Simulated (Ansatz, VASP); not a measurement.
**Al41Cu33 (partly crystallised Al55Cu45): VASP beside Ansatz**

One calculation is typed for both programs; each brings its own data sets. How far apart do they land? Of the first pair: The structure shown is the start of the Ansatz relaxation below; VASP solves that cell, so the two are compared at the walk's first step.

Method: plane waves, with VASP 6.6.1 beside it; single point at PBE, in Ansatz 0.2.0.

## (1) The structure

The cell holds 74 atoms: 41 Al and 33 Cu. Its edges and angles: a = 10.231 Å, b = 10.231 Å, c = 10.231 Å, α = 90.0°, β = 90.0°, γ = 90.0°. As first built, before any earlier steps moved the atoms (in the runner's words): 74 atoms (41 Al, 33 Cu) placed at random at 4.42 g/cm^3, melted at 1800 K for 10 ps at fixed volume with the EAM Al-Cu potential (Cai and Ye, Phys. Rev. B 54, 8398 (1996)). Quenched from 1800 K to 300 K at 5 K/ps and zero pressure, held 5 ps.

## (2) Ansatz: relaxation, PBE

Ansatz runs on its default PAW (the set named soft_2) files.

The two programs are compared at the cell with which this relaxation starts, whose forces are those of its first step.

Contents of input.yaml:

```yaml
crystal:
  lattice:
    - [10.23077, 0.0, 0.0]
    - [0.0, 10.23077, 0.0]
    - [0.0, 0.0, 10.23077]
  atoms:
    - { symbol: Al, position: [0.92547, 0.10423, 0.59036] }
    - { symbol: Al, position: [0.87565, 0.30846, 0.75945] }
    - { symbol: Al, position: [0.64992, 0.94029, 0.93602] }
    - { symbol: Al, position: [0.9112, 0.78021, 0.58739] }
    - { symbol: Al, position: [0.86367, 0.94319, 0.77457] }
    - { symbol: Al, position: [0.62339, 0.34836, 0.29946] }
    - { symbol: Al, position: [0.65896, 0.49357, 0.7552] }
    - { symbol: Al, position: [0.66299, 0.75309, 0.71283] }
    - { symbol: Al, position: [0.97205, 0.60646, 0.38621] }
    - { symbol: Al, position: [0.45478, 0.94246, 0.07757] }
    - { symbol: Al, position: [0.24182, 0.4527, 0.049] }
    - { symbol: Al, position: [0.34884, 0.94974, 0.48472] }
    - { symbol: Al, position: [0.01479, 0.94176, 0.00742] }
    - { symbol: Al, position: [0.19584, 0.61958, 0.23862] }
    - { symbol: Al, position: [0.06596, 0.75812, 0.80255] }
    - { symbol: Al, position: [0.08485, 0.31602, 0.61893] }
    - { symbol: Al, position: [0.14436, 0.12811, 0.45278] }
    - { symbol: Al, position: [0.81852, 0.95803, 0.164] }
    - { symbol: Al, position: [0.93401, 0.3384, 0.40324] }
    - { symbol: Al, position: [0.3323, 0.74324, 0.65307] }
    - { symbol: Al, position: [0.09066, 0.45662, 0.83858] }
    - { symbol: Al, position: [0.43524, 0.285, 0.09477] }
    - { symbol: Al, position: [0.17858, 0.95386, 0.25908] }
    - { symbol: Al, position: [0.76472, 0.55618, 0.50644] }
    - { symbol: Al, position: [0.47086, 0.12521, 0.87558] }
    - { symbol: Al, position: [0.08032, 0.0915, 0.81064] }
    - { symbol: Al, position: [0.51522, 0.4949, 0.52993] }
    - { symbol: Al, position: [0.30748, 0.46366, 0.66306] }
    - { symbol: Al, position: [0.80044, 0.56787, 0.20141] }
    - { symbol: Al, position: [0.03741, 0.26439, 0.00545] }
    - { symbol: Al, position: [0.10529, 0.58984, 0.60741] }
    - { symbol: Al, position: [0.38414, 0.79173, 0.26925] }
    - { symbol: Al, position: [0.64375, 0.74745, 0.11941] }
    - { symbol: Al, position: [0.38368, 0.1194, 0.28144] }
    - { symbol: Al, position: [0.50166, 0.93119, 0.70359] }
    - { symbol: Al, position: [0.83087, 0.72843, 0.95154] }
    - { symbol: Al, position: [0.78152, 0.13128, 0.34916] }
    - { symbol: Al, position: [0.53721, 0.1167, 0.5008] }
    - { symbol: Al, position: [0.60564, 0.50175, 0.05489] }
    - { symbol: Al, position: [0.58897, 0.9464, 0.30494] }
    - { symbol: Al, position: [0.25796, 0.09373, 0.03851] }
    - { symbol: Cu, position: [0.02124, 0.44343, 0.18592] }
    - { symbol: Cu, position: [0.83649, 0.12291, 0.96935] }
    - { symbol: Cu, position: [0.5304, 0.75755, 0.50635] }
    - { symbol: Cu, position: [0.99215, 0.77397, 0.19989] }
    - { symbol: Cu, position: [0.0446, 0.62543, 0.00944] }
    - { symbol: Cu, position: [0.66428, 0.29731, 0.92049] }
    - { symbol: Cu, position: [0.814, 0.29008, 0.15307] }
    - { symbol: Cu, position: [0.40752, 0.6275, 0.0972] }
    - { symbol: Cu, position: [0.57747, 0.61518, 0.29892] }
    - { symbol: Cu, position: [0.51426, 0.29822, 0.69455] }
    - { symbol: Cu, position: [0.00398, 0.12738, 0.22968] }
    - { symbol: Cu, position: [0.21925, 0.79101, 0.04713] }
    - { symbol: Cu, position: [0.85091, 0.45619, 0.97693] }
    - { symbol: Cu, position: [0.38389, 0.45133, 0.2829] }
    - { symbol: Cu, position: [0.70385, 0.30784, 0.54932] }
    - { symbol: Cu, position: [0.46676, 0.74447, 0.89126] }
    - { symbol: Cu, position: [0.7113, 0.9476, 0.53446] }
    - { symbol: Cu, position: [0.16844, 0.43627, 0.41941] }
    - { symbol: Cu, position: [0.31072, 0.12445, 0.65862] }
    - { symbol: Cu, position: [0.13934, 0.78418, 0.42771] }
    - { symbol: Cu, position: [0.27399, 0.93261, 0.84192] }
    - { symbol: Cu, position: [0.19488, 0.27351, 0.21981] }
    - { symbol: Cu, position: [0.26658, 0.28203, 0.84905] }
    - { symbol: Cu, position: [0.95424, 0.93079, 0.39175] }
    - { symbol: Cu, position: [0.43837, 0.4521, 0.87771] }
    - { symbol: Cu, position: [0.88824, 0.56941, 0.73262] }
    - { symbol: Cu, position: [0.13831, 0.93674, 0.61816] }
    - { symbol: Cu, position: [0.36354, 0.29643, 0.47404] }
    - { symbol: Cu, position: [0.25867, 0.63317, 0.8765] }
    - { symbol: Cu, position: [0.32529, 0.62897, 0.4483] }
    - { symbol: Cu, position: [0.6983, 0.13416, 0.70603] }
    - { symbol: Cu, position: [0.61959, 0.12862, 0.12829] }
    - { symbol: Cu, position: [0.77586, 0.76833, 0.3539] }
kpoints:
  mp_grid: { grid: [2, 2, 2] }
hamiltonian:
  xc: pbe
scf:
  occupations: { method: fermi_dirac, width: 0.1 }
output:
  forces: true
relax:
  f_tol: 0.05
  max_steps: 64
```

On the command line:

```sh
$ ansatz run input.yaml --threads 4 --pin off --max-ram 15872MiB --backend cpu --events-out ev --progress --plain --runs-dir out
```

Numbers of over 12 decimals in the logs are rounded to 6 here.

Output:

```text
Engine: ansatz 0.2.0, aarch64-unknown-linux-gnu
Pseudopotentials: kind: paw
Pseudopotential: Al, paw, valence charge 3, recommended cutoff 420 eV (normal), Al.paw.azcp
Pseudopotential: Cu, paw, valence charge 19, recommended cutoff 420 eV (normal), Cu.paw.azcp
Functional definition: PBE
  parameter kappa = 0.804
  parameter beta = 0.066725
  exchange = pbe_x(kappa = kappa, mu = beta*pi^2/3)
  correlation = pbe_c(beta = beta)
Crystal: 74 atoms, lattice volume = 1070.841 Å³
Basis set: ecut = 420 eV, 20863 PW (Γ), exchange–correlation on 144×144×144 points (8 copies of the dense FFT grid, shifted against one another)
Bands: 450, of which v1, the nominal top of the filled ones, is band 375 counted from 1 (374 counted from 0)
Symmetry: 1 space group operations
Space group: P1 (ITA 1), of the structure as read, at distance tolerance 1.0e-4 Å
k-points: 8
Non-local potential: Al, projectors of the file, l = 0: 2, l = 1: 2, l = 2: 1
Non-local potential: Cu, projectors of the file, l = 0: 3, l = 1: 2, l = 2: 3, l = 3: 1
PAW form: soft (Blöchl's): semilocal exchange-correlation on the pseudo side does not see the compensation charge
PAW one-centre angular grid: Al, 110 points (default); XC on 64 Gauss nodes
PAW one-centre angular grid: Cu, 590 points (default); XC on 64 Gauss nodes
Initial density: superposition of atomic densities (neutral atoms: chi_scale 0, normalization atom), corrected by the library's trained network
Initial wavefunctions: pseudopotential atomic-orbital guess
Functional: x = pbe(κ = 0.804, μ = 0.219515), c = pbe(β = 0.066725)
SCF iter   1: F=—  HF=-240669.964432 eV  |F-HF|=—  |Δ(HF+E_count)|=         —  Δρ=2.79e-3  dr2=1.34e-1  ethr=1.77e-3  ⟨swp⟩=5.5  Hψ=13769  notcnv=0  defer=193
preconditioner: auto → Kerker (q_TF=auto, 2.571 Å⁻¹)  [metal: Δε(μ)=0.009 eV  Ē_g=6.597 eV  σ=0.100 eV  W_gap=0.02  n_scr=304 (ndim 8)  ℏωp=25.0 eV  f_vac=0.000  D(μ)=25.53/eV (n_scr^D=170)]
SCF iter   2: F=—  HF=-240669.959430 eV  |F-HF|=—  |Δ(HF+E_count)|=   5.00e-3  Δρ=1.33e-3  dr2=4.78e-2  ethr=1.79e-5  ⟨swp⟩=2.0  Hψ=4202  notcnv=0  defer=200
SCF iter   3: F=—  HF=-240669.955745 eV  |F-HF|=—  |Δ(HF+E_count)|=   3.68e-3  Δρ=1.11e-3  dr2=2.00e-2  ethr=6.38e-6  ⟨swp⟩=2.0  Hψ=4814  notcnv=0  defer=200
SCF iter   4: F=—  HF=-240669.952553 eV  |F-HF|=—  |Δ(HF+E_count)|=   3.19e-3  Δρ=1.62e-4  dr2=1.13e-3  ethr=2.67e-6  ⟨swp⟩=2.2  Hψ=4852  notcnv=0  defer=200
SCF iter   5: F=—  HF=-240669.952444 eV  |F-HF|=—  |Δ(HF+E_count)|=   1.09e-4  Δρ=1.28e-4  dr2=2.04e-4  ethr=1.51e-7  ⟨swp⟩=2.1  Hψ=4957  notcnv=0  defer=200
SCF iter   6: F=—  HF=-240669.952426 eV  |F-HF|=—  |Δ(HF+E_count)|=   1.81e-5  Δρ=9.41e-5  dr2=6.29e-5  ethr=2.72e-8  ⟨swp⟩=2.0  Hψ=5095  notcnv=0  defer=200
SCF iter   7: F=-240669.952411 eV  HF=-240669.952416 eV  |F-HF|=5.29e-6  |Δ(HF+E_count)|=   9.63e-6  Δρ=1.52e-5  dr2=6.02e-6  ethr=8.33e-9  ⟨swp⟩=3.0  Hψ=9564  notcnv=0
SCF 1 converged in 7 iterations: F = -240669.952411 eV  dr2 = 6.02e-6
  greatest PAW one-centre occupation: 1.000 electrons in one spin orbital (limit 2), on the Cu atom at site 56 (counted from 0), in its partial waves of l = 0
relax step   1: F+E_penalty+E_count = -240669.95241104 eV  Δ(F+E_penalty+E_count) = +0.000e0 eV  max|allowed force component| = 1.132e0 eV/Å  Δτ_max = 0.0000 Å  (7 SCF iters, dr2 threshold 6.25e-5 eV, accepted)
Initial density: handed on by an earlier stage of this run
Initial wavefunctions: those handed on with the density
iter 1 solved again at ethr=1.75e-4 eV; its pass at ethr=3.10e-3 eV (dr2=1.31e0 eV) is discarded
SCF iter   1: F=—  HF=-240672.780874 eV  |F-HF|=—  |Δ(HF+E_count)|=         —  Δρ=9.07e-3  dr2=1.32e0  ethr=1.75e-4  ⟨swp⟩=1.0  Hψ=12633  notcnv=0  defer=176
preconditioner: auto → Kerker (q_TF=auto, 2.571 Å⁻¹)  [metal: Δε(μ)=0.003 eV  Ē_g=6.624 eV  σ=0.100 eV  W_gap=0.01  n_scr=304 (ndim 8)  ℏωp=25.0 eV  f_vac=0.000  D(μ)=24.67/eV (n_scr^D=170)]
SCF iter   2: F=—  HF=-240672.544490 eV  |F-HF|=—  |Δ(HF+E_count)|=   2.36e-1  Δρ=5.06e-3  dr2=5.70e-1  ethr=1.75e-4  ⟨swp⟩=1.0  Hψ=3353  notcnv=0  defer=176
SCF iter   3: F=—  HF=-240672.422122 eV  |F-HF|=—  |Δ(HF+E_count)|=   1.22e-1  Δρ=2.68e-3  dr2=6.08e-2  ethr=7.60e-5  ⟨swp⟩=2.0  Hψ=5812  notcnv=0  defer=176
SCF iter   4: F=—  HF=-240672.407780 eV  |F-HF|=—  |Δ(HF+E_count)|=   1.43e-2  Δρ=7.50e-4  dr2=1.15e-2  ethr=8.10e-6  ⟨swp⟩=2.0  Hψ=6475  notcnv=0  defer=247
SCF iter   5: F=—  HF=-240672.405802 eV  |F-HF|=—  |Δ(HF+E_count)|=   1.98e-3  Δρ=1.44e-4  dr2=6.42e-4  ethr=1.53e-6  ⟨swp⟩=2.0  Hψ=3543  notcnv=0  defer=247
SCF iter   6: F=—  HF=-240672.405764 eV  |F-HF|=—  |Δ(HF+E_count)|=   3.74e-5  Δρ=1.58e-4  dr2=2.26e-4  ethr=8.56e-8  ⟨swp⟩=2.0  Hψ=6112  notcnv=0  defer=247
SCF iter   7: F=-240672.405709 eV  HF=-240672.405724 eV  |F-HF|=1.49e-5  |Δ(HF+E_count)|=   4.08e-5  Δρ=2.87e-5  dr2=1.65e-5  ethr=1.07e-8  ⟨swp⟩=2.0  Hψ=11411  notcnv=0
[...]
atom  28  Al    -0.02899413    -0.01161884    -0.01958109
  atom  29  Al     0.00863314     0.00165051     0.00920528
  atom  30  Al    -0.01017424    -0.00564334     0.00107161
  atom  31  Al    -0.00218834    -0.01689973    -0.00465209
  atom  32  Al    -0.00404674    -0.01097066    -0.00932050
  atom  33  Al    -0.00907792     0.00404942     0.00008412
  atom  34  Al    -0.00301550    -0.00143259    -0.00845471
  atom  35  Al    -0.00878155     0.00764114     0.01532591
  atom  36  Al    -0.00541470    -0.00023300     0.00175594
  atom  37  Al     0.00706223    -0.00257306    -0.00412443
  atom  38  Al     0.00160879    -0.00079397    -0.00382365
  atom  39  Al    -0.00165924    -0.00588926     0.01089171
  atom  40  Al     0.00642316     0.01240306    -0.00406918
  atom  41  Al    -0.00778932    -0.00356797    -0.01146351
  atom  42  Cu    -0.01145733     0.00543597     0.00393577
  atom  43  Cu    -0.01394030    -0.01059299    -0.00304495
  atom  44  Cu     0.00914286    -0.00930429     0.00655908
  atom  45  Cu    -0.00778748    -0.00935576    -0.01615376
  atom  46  Cu    -0.00173501    -0.00447178     0.00654562
  atom  47  Cu     0.00911403    -0.01516528     0.00642857
  atom  48  Cu    -0.01189711    -0.00244285     0.00142502
  atom  49  Cu    -0.01252435    -0.01285665     0.01251472
  atom  50  Cu    -0.00649140     0.00313048     0.00271328
  atom  51  Cu     0.00203689    -0.01669124    -0.00309548
[...]
atom  67  Cu     0.00174978     0.01014219    -0.02028274
  atom  68  Cu     0.00735232     0.00495952     0.00473975
  atom  69  Cu    -0.01055982     0.00019607    -0.00172442
  atom  70  Cu    -0.00027283     0.00921780     0.01041981
  atom  71  Cu    -0.00599534    -0.00793138    -0.00812140
  atom  72  Cu     0.01021094    -0.00219857     0.00071714
  atom  73  Cu    -0.00435229    -0.01039757     0.00155651
  atom  74  Cu    -0.00218530    -0.00246174     0.01201912
  max |Σ_I F_I| component: 3.54e-5 eV/Å
--- Relaxed structure (5 steps of the walk, 5 accepted, 0 SCFs on fresh bases) ---
  F+E_penalty+E_count = -240674.12567332 eV   max|allowed force component| = 4.942e-2 eV/Å
  atoms:
    - { symbol: Al, position: [0.908854, 0.132364, 0.581267] }
    - { symbol: Al, position: [0.864640, 0.296512, 0.781934] }
    - { symbol: Al, position: [0.656563, 0.931811, 0.928799] }
    - { symbol: Al, position: [0.925347, 0.785824, 0.562766] }
    - { symbol: Al, position: [0.871540, 0.950443, 0.774890] }
    - { symbol: Al, position: [0.607098, 0.332481, 0.301234] }
    - { symbol: Al, position: [0.657326, 0.492924, 0.775534] }
    - { symbol: Al, position: [0.696975, 0.746083, 0.708963] }
    - { symbol: Al, position: [0.980202, 0.605955, 0.372367] }
    - { symbol: Al, position: [0.442431, 0.926153, 0.082703] }
    - { symbol: Al, position: [0.237872, 0.452931, 0.041326] }
    - { symbol: Al, position: [0.332947, 0.960063, 0.474515] }
    - { symbol: Al, position: [0.012645, 0.943970, 0.010301] }
    - { symbol: Al, position: [0.197333, 0.617760, 0.234714] }
    - { symbol: Al, position: [0.076382, 0.776546, 0.803470] }
    - { symbol: Al, position: [0.116105, 0.312352, 0.635441] }
    - { symbol: Al, position: [0.137720, 0.155954, 0.431219] }
    - { symbol: Al, position: [0.807400, 0.947609, 0.170165] }
    - { symbol: Al, position: [0.904917, 0.352026, 0.387653] }
    - { symbol: Al, position: [0.314652, 0.747602, 0.644432] }
    - { symbol: Al, position: [0.079785, 0.479060, 0.834823] }
    - { symbol: Al, position: [0.430745, 0.277384, 0.068650] }
    - { symbol: Al, position: [0.176370, 0.969339, 0.253972] }
    - { symbol: Al, position: [0.763569, 0.560422, 0.508670] }
[...]
- { symbol: Al, position: [0.403464, 0.147040, 0.293661] }
    - { symbol: Al, position: [0.508131, 0.923708, 0.682983] }
    - { symbol: Al, position: [0.833924, 0.726902, 0.945909] }
    - { symbol: Al, position: [0.762361, 0.134116, 0.353368] }
    - { symbol: Al, position: [0.540845, 0.144907, 0.524033] }
    - { symbol: Al, position: [0.615999, 0.485778, 0.068344] }
    - { symbol: Al, position: [0.582144, 0.939748, 0.333352] }
    - { symbol: Al, position: [0.241751, 0.084740, 0.017248] }
    - { symbol: Cu, position: [0.025322, 0.431058, 0.182444] }
    - { symbol: Cu, position: [0.828165, 0.113650, 0.973292] }
    - { symbol: Cu, position: [0.553014, 0.735076, 0.500057] }
    - { symbol: Cu, position: [1.002555, 0.791518, 0.210227] }
    - { symbol: Cu, position: [0.055197, 0.636711, 0.021150] }
    - { symbol: Cu, position: [0.644387, 0.286466, 0.928147] }
    - { symbol: Cu, position: [0.799865, 0.311714, 0.145443] }
    - { symbol: Cu, position: [0.409887, 0.635146, 0.094006] }
    - { symbol: Cu, position: [0.579732, 0.578933, 0.301064] }
    - { symbol: Cu, position: [0.501125, 0.308018, 0.707003] }
    - { symbol: Cu, position: [-0.022666, 0.146000, 0.217575] }
    - { symbol: Cu, position: [0.223377, 0.822058, 0.065347] }
    - { symbol: Cu, position: [0.857023, 0.469001, 0.955506] }
    - { symbol: Cu, position: [0.371592, 0.421338, 0.272545] }
    - { symbol: Cu, position: [0.726179, 0.314757, 0.556513] }
    - { symbol: Cu, position: [0.510874, 0.723433, 0.872663] }
    - { symbol: Cu, position: [0.725490, 0.944990, 0.544206] }
    - { symbol: Cu, position: [0.142632, 0.411536, 0.403163] }
    - { symbol: Cu, position: [0.306493, 0.117645, 0.662640] }
    - { symbol: Cu, position: [0.155791, 0.778345, 0.430381] }
    - { symbol: Cu, position: [0.300226, 0.912267, 0.833864] }
    - { symbol: Cu, position: [0.201122, 0.247545, 0.198332] }
    - { symbol: Cu, position: [0.259535, 0.287746, 0.851036] }
    - { symbol: Cu, position: [0.953570, 0.967651, 0.393320] }
    - { symbol: Cu, position: [0.446445, 0.465861, 0.902593] }
    - { symbol: Cu, position: [0.884862, 0.587055, 0.733398] }
    - { symbol: Cu, position: [0.110620, 0.949678, 0.609059] }
    - { symbol: Cu, position: [0.341422, 0.304489, 0.499385] }
    - { symbol: Cu, position: [0.272615, 0.653132, 0.877786] }
    - { symbol: Cu, position: [0.319987, 0.583807, 0.463070] }
    - { symbol: Cu, position: [0.685336, 0.117187, 0.738308] }
    - { symbol: Cu, position: [0.614763, 0.115969, 0.135891] }
    - { symbol: Cu, position: [0.775006, 0.760478, 0.343675] }
```

The column dr2 measures how far the density is from self-consistency, as an energy; F and HF (Harris–Foulkes) agree once it is small.

[end of part 1 of 2]

[Lines on the potential files, build, host, timing and source positions are cut from VASP's logs without a mark.]

[Logs are printed without paths, hosts, clocks, repeated set-up lines and the standing remarks that a program may print on its own settings, such as how far it seeks lower states.]

[Hosts, paths, dates, database ids (printed as entryN), source tags and the programs' standing remarks are cut or masked in the printed files.]
